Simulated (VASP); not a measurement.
```
Cd4S3Te
1.0
    6.09372     0.00000     0.00000
    0.00000     6.09372     0.00000
    0.00000     0.00000     6.09372
Cd Te S
4 1 3
Direct
  0.98601   0.98601   0.98601
  0.51399   0.51399   0.98601
  0.51399   0.98601   0.51399
  0.98601   0.51399   0.51399
  0.25000   0.25000   0.25000
  0.75000   0.75000   0.25000
  0.75000   0.25000   0.75000
  0.25000   0.75000   0.75000
```

Level of theory: PBE GGA, VASP's PBE PAW potentials (set 64) (plane waves; VASP 6.6.1). Settings: 400 eV cut-off, 4×4×4 Γ-centred mesh, Gaussian smearing of 0.050 eV, potentials Cd Te S.

Unless said otherwise, spin-orbit coupling is left out, though it shifts the bands of the heavy elements here.

Task: What does the run give for the energy per atom (σ→0), band gap (on the k-mesh) with the smallest direct gap where there is one?

Result: 
The band gap (on the k-mesh) is 0.67 eV. The smallest direct gap (on the k-mesh) is 0.67 eV and the energy per atom (σ→0) is -2.875 eV/atom.

Total energies compare only between runs with the same potentials, cut-off and functional.

The structure was generated: Cd4S3Te was put into an ordered model structure (P-43m), which need not be its known phase. It was relaxed first, which changed the volume by +6 %. The start is the result of an earlier pass.
